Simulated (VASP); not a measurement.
Consider the following.

```
CELL_PARAMETERS angstrom
      1.07910    -1.86905     0.00000
      1.07910     1.86905     0.00000
      0.00000     0.00000     3.42346
ATOMIC_POSITIONS crystal
  Be 0.33333 0.66667 0.25000
  Be 0.66667 0.33333 0.75000
```

Method: PBEsol GGA, VASP's PBE PAW potentials (set 64) (plane waves; VASP). Numerical set-up: 500 eV cut-off, 19×19×11 Γ-centred mesh, first-order Methfessel-Paxton smearing of 0.10 eV, potentials Be.

Energy and stress use the plane-wave basis of the starting cell.

The ions, cell shape and volume at an external pressure of 30.0 GPa are relaxed. Predict the relaxed structure.

```
CELL_PARAMETERS angstrom
      1.06069    -1.83716     0.00000
      1.06069     1.83716     0.00000
      0.00000     0.00000     3.37087
ATOMIC_POSITIONS crystal
  Be 0.33333 0.66667 0.25000
  Be 0.66667 0.33333 0.75000
```
Space group P6_3/mmc (194), at a tolerance of 0.03 Å.

How do energy and volume change from the first to the last step?

The energy (σ→0) changes by +51.7 meV/atom and the volume by -4.9 %, in 5 ionic steps.

The compound is Be in the hcp structure. This run relaxes it under an external pressure of 30 GPa. Symmetry was kept, so distortions that lower it aren't found.
